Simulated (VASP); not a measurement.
Here is the system:

```
LiRbZnS2
1.0
   -2.01274     2.01274     6.88062
    2.01274    -2.01274     6.88062
    2.01274     2.01274    -6.88062
Rb Li Zn S
1 1 1 2
Direct
  0.00000   0.00000   0.00000
  0.25000   0.75000   0.50000
  0.75000   0.25000   0.50000
  0.65286   0.65286   0.00000
  0.34714   0.34714   0.00000
```

Level of theory: PBEsol GGA, VASP's PBE PAW potentials (set 64) (plane waves; VASP). Run with 400 eV cut-off, 6×6×6 Γ-centred mesh, Gaussian smearing of 0.010 eV, potentials Rb_sv Li_sv Zn S.

At this cut-off the stress carries a Pulay error, which pulls relaxed volumes low.

Q: Predict the energy per atom (σ→0), pressure, band gap (on the k-mesh) with the smallest direct gap where there is one.

A: 
```json
{
 "band gap (on the k-mesh)": "2.31 eV",
 "smallest direct gap (on the k-mesh)": "2.31 eV",
 "energy per atom (σ→0)": "-3.812 eV/atom",
 "pressure": "-2.63 GPa"
}
```

The structure comes from a computed database's RbLiZnS2 entry; how it stands against other phases isn't given here. The cell was not relaxed at this level.
